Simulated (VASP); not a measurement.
# CdTe (relaxed from the zinc blende structure, space group F-43m): computed properties

Method: PBE GGA, VASP's PBE PAW potentials (set 64) (plane waves; VASP).

```yaml
space_group: F-43m (216)
cell: a = b = c = 6.605 Å, α = β = γ = 90.00°
volume_per_atom: 36.02 Å³/atom
band gap (over mesh and band path): 0.60 eV
smallest direct gap (over mesh and band path): 0.60 eV
band_edge_character: direct, Γ to Γ
density: 5.53 g/cm³
```

```
CdTe
1.0
    0.00000     3.30264     3.30264
    3.30264     0.00000     3.30264
    3.30264     3.30264     0.00000
Cd Te
1 1
Cartesian
  0.00000   0.00000   0.00000
  1.65132   1.65132   1.65132
```

Unless said otherwise, spin-orbit coupling is left out, though it shifts the bands of the heavy elements here.

The structure was generated: CdTe was put into the zinc blende type (F-43m), which need not be its known phase. It was relaxed first. Symmetry was kept, so distortions that lower it aren't found.
